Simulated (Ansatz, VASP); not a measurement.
# Cross-check of CuAu between VASP and Ansatz, part 2 of 2

Aim: how closely do two programs agree when they are given the same cell, functional and k mesh? The cell is taken from a series of runs on this material, whose earlier steps may have relaxed, scaled, displaced or heated it; both programs get it as it stands.

VASP 6.6.1 and Ansatz 0.2.0.

So far: Starting point; Ansatz: single point, RPBE; VASP: single point, RPBE; Comparison; Ansatz: single point, r2SCAN.

**6. VASP: single point, r2SCAN**

Level of this step: r2SCAN; plane waves and PAW (Au, Cu) (VASP).

The same cell, functional, mesh and smearing now go to VASP, with its own data sets and cutoff.

The input, INCAR:

```
SYSTEM = CuAu
PREC = Accurate
ENCUT = 400
EDIFF = 1E-06
NELM = 100
ISMEAR = -1
SIGMA = 0.05
LREAL = .FALSE.
ALGO = Normal
METAGGA = R2SCAN
LASPH = .TRUE.
NBANDS = 17
LORBIT = 11
LWAVE = .FALSE.
LCHARG = .FALSE.
KPAR = 2
ISIF = 2
```

The input, POSCAR:

```
CuAu
1.0
    2.8107494552      0.0000000000      0.0000000000
    0.0000000000      2.8107494552      0.0000000000
    0.0000000000      0.0000000000      3.6850000000
Au Cu
1 1
Direct
    0.0000000000      0.0000000000      0.0000000000
    0.5000000000      0.5000000000      0.5000000000
```

The input, KPOINTS:

```
Automatic mesh
0
Gamma
14 14 10
0 0 0
```

PAW data sets: Au and Cu (PBE family, release 64).

Started as:

```console
> mpirun -np 2 vasp_std
```

Numbers of over 12 decimals in the logs are rounded to 6 here.

Log:

```text
[banner, memory and clock lines left out]
running    2 mpi-ranks, on    1 nodes
[...]
[... a notice as in an earlier step ...]

 LDA part: xc-table for (None), standard interpolation
 POSCAR, INCAR and KPOINTS ok, starting setup
[...]
entering main loop
       N       E                     dE             d eps       ncg     rms          rms(c)
DAV:   1     0.521781910932E+02    0.52178E+02   -0.96289E+03  7954   0.154E+03
DAV:   2    -0.642276738206E+02   -0.11641E+03   -0.10986E+03  7479   0.276E+02
DAV:   3    -0.678374259354E+02   -0.36098E+01   -0.35698E+01  9119   0.608E+01
DAV:   4    -0.678837116823E+02   -0.46286E-01   -0.46266E-01  9200   0.551E+00
[...]
DAV:  13    -0.615423266074E+02    0.13231E-04   -0.96595E-05  8018   0.255E-01    0.406E-03
DAV:  14    -0.615423278709E+02   -0.12634E-05   -0.25932E-06  7972   0.380E-02    0.340E-03
DAV:  15    -0.615423279599E+02   -0.88995E-07   -0.60837E-07  4002   0.139E-02
   1 F= -.61542328E+02 E0= -.61539898E+02  d E =-.486045E-02
```

OUTCAR, selected parts (step 6):

```text
  Total        0.1035657      0.1035657     -0.2773336      0.0000000      0.0000000      0.0000000
  in kB        5.6996040      5.6996040    -15.2626993      0.0000000      0.0000000      0.0000000
  external PRESSURE =      -1.2878304 kB  Pullay stress =       0.0000000 kB

  FREE ENERGIE OF THE ION-ELECTRON SYSTEM (eV)
  ---------------------------------------------------
  free  energy   TOTEN  =       -61.5423279599 eV

  energy  without entropy=      -61.5374675077  energy(sigma->0) =      -61.53989773

[... 3 parts as in an earlier step ...]

[... 1 further part left out ...]
[key lines of the parts left out:]
E-fermi :   8.6238
```

The run ends at a pressure of -0.13 GPa.

**7. Side by side**

What differs besides the data sets and the points named for the pairs above, as far as they apply: VASP keeps PBE cores, Ansatz makes them for the functional; the cutoff is 500 eV in Ansatz and 400 eV in VASP. Total energies have different zeros and are not compared.

Both answers:

```tsv
quantity	Ansatz	VASP	difference
pressure (GPa)	-0.08	-0.13	+0.05
```

**8. Ansatz: single point, PBEsol**

With cell and atoms fixed, the geometry can't cause a difference; cores, projectors, grids and the points listed under the comparison can.

The cell is taken from a series of runs on this material, whose earlier steps may have relaxed, scaled, displaced or heated it; both programs get it as it stands.

The input, input.yaml:

```yaml
crystal:
  lattice:
    - [2.8107494552, 0.0, 0.0]
    - [0.0, 2.8107494552, 0.0]
    - [0.0, 0.0, 3.685]
  atoms:
    - { symbol: Au, position: [0.0, 0.0, 0.0] }
    - { symbol: Cu, position: [0.5, 0.5, 0.5] }
kpoints:
  mp_grid: { grid: [14, 14, 10] }
  band_path:
    path:
      - [[0.0, 0.0, 0.0], [0.0, 0.5, 0.0], [0.5, 0.5, 0.0], [0.0, 0.0, 0.0], [0.0, 0.0, 0.5], [0.0, 0.5, 0.5], [0.5, 0.5, 0.5], [0.0, 0.0, 0.5]]
      - [[0.0, 0.5, 0.0], [0.0, 0.5, 0.5]]
      - [[0.5, 0.5, 0.0], [0.5, 0.5, 0.5]]
    npoints: 10
scf:
  occupations: { method: fermi_dirac, width: 0.05 }
  n_extra_bands: 8
hamiltonian:
  xc: pbesol
  pseudopotentials: { kind: paw }
output:
  forces: true
  stress: true
  dos:
    projected: true
    de: 0.05
    e_range: [-28, 12]
    nscf_kmesh: { grid: [24, 24, 18] }
  fatbands: true
```

Started as:

```console
> ansatz run input.yaml --threads 2 --pin off --max-ram 4096MiB --backend cpu --events-out ev --progress --plain --runs-dir out
```

Log:

```text
[...]
Crystal: 2 atoms, lattice volume = 29.113 Å³
Basis set: ecut = 420 eV, 553 PW (Γ), exchange–correlation on 40×40×50 points (8 copies of the dense FFT grid, shifted against one another)
Bands: 27, of which v1, the nominal top of the filled ones, is band 19 counted from 1 (18 counted from 0)
Symmetry: 16 space group operations
[...]
k-points: 216 of 1960
[...]
k-point 0: bands = [... 15 lower, 16.6802, 17.1325, 17.3524, 17.3524, 20.8180, 26.7895, 28.7435, 28.7435, ... 4 higher]
  k-point 1: bands = [... 15 lower, 16.6454, 17.1098, 17.2738, 17.2738, 20.0613, 27.7350, 28.9815, 28.9815, ... 4 higher]
  k-point 2: bands = [... 15 lower, 16.5403, 17.0468, 17.0666, 17.0666, 18.5602, 29.6649, 29.6649, 29.8002, ... 4 higher]
  k-point 215: bands = [... 15 lower, 16.6714, 17.1882, 17.1901, 24.0736, 24.2644, 24.2644, 24.9410, 25.6776, ... 4 higher]
[key lines of the parts left out:]
SCF converged after 7 iterations
Free energy (F): -19595.974794 eV
Fermi energy:    18.822277 eV
P = ⅓ Tr σ = -3.6926 GPa (-36.926 kbar)
```

**9. VASP: single point, PBEsol**

The same cell, functional, mesh and smearing now go to VASP, with its own data sets and cutoff.

Changes to INCAR since step 6:

```diff
@@ -9,4 +9,3 @@
 ALGO = Normal
-METAGGA = R2SCAN
-LASPH = .TRUE.
+GGA = PS
 NBANDS = 17
```

POSCAR is that of step 6.

KPOINTS is that of step 6.

Started as:

```console
> mpirun -np 2 vasp_std
```

Log:

```text
[banner, memory and clock lines left out]
running    2 mpi-ranks, on    1 nodes
[...]
[... a notice as in an earlier step ...]

 LDA part: xc-table for (Slater+PW92), standard interpolation
 POSCAR, INCAR and KPOINTS ok, starting setup
[...]
entering main loop
       N       E                     dE             d eps       ncg     rms          rms(c)
DAV:   1     0.105985450062E+03    0.10599E+03   -0.93864E+03  8000   0.150E+03
DAV:   2    -0.619544511029E+01   -0.11218E+03   -0.10578E+03  7481   0.267E+02
DAV:   3    -0.952503232542E+01   -0.33296E+01   -0.32909E+01  9097   0.574E+01
DAV:   4    -0.956479094949E+01   -0.39759E-01   -0.39740E-01  9138   0.508E+00
[...]
DAV:  11    -0.834976989215E+01    0.74021E-05   -0.90228E-05 10235   0.121E-01    0.422E-02
DAV:  12    -0.834976402646E+01    0.58657E-05   -0.14497E-05  9739   0.131E-01    0.434E-03
DAV:  13    -0.834976384597E+01    0.18049E-06   -0.42487E-07  4418   0.975E-03
   1 F= -.83497638E+01 E0= -.83471495E+01  d E =-.522874E-02
```

OUTCAR, selected parts (step 9):

```text
  Total       -0.6442226     -0.6442226     -0.8771485      0.0000000     -0.0000000     -0.0000000
  in kB      -35.4539601    -35.4539601    -48.2727418      0.0000000     -0.0000000     -0.0000000
  external PRESSURE =     -39.7268873 kB  Pullay stress =       0.0000000 kB

  FREE ENERGIE OF THE ION-ELECTRON SYSTEM (eV)
  ---------------------------------------------------
  free  energy   TOTEN  =        -8.3497638460 eV

  energy  without entropy=       -8.3445351025  energy(sigma->0) =       -8.34714947

[... 3 parts as in an earlier step ...]

[... 1 further part left out ...]
[key lines of the parts left out:]
E-fermi :   8.5636
```

The run ends at a pressure of -3.97 GPa.

**10. Differences**

Compared:

```tsv
quantity	Ansatz	VASP	difference
pressure (GPa)	-3.69	-3.97	+0.28
```

**11. Outcome**

| Property | Result |
| --- | --- |
| difference in pressure (single point, RPBE) | 0.42 GPa |
| difference in pressure (single point, r2SCAN) | 0.053 GPa |
| difference in pressure (single point, PBEsol) | 0.28 GPa |

The difference in pressure is 0.42 GPa (single point, RPBE), within the 1 GPa picked in this series as the mark of a large difference. How closely two codes agree says nothing of how well the functional describes the real material.

[Lines on the potential files, build, host, timing and source positions are cut from VASP's logs without a mark.]

[Logs are printed without paths, hosts, clocks, repeated set-up lines and the standing remarks that a program may print on its own settings, such as how far it seeks lower states.]

[Hosts, paths, dates, database ids (printed as entryN), source tags and the programs' standing remarks are cut or masked in the printed files.]
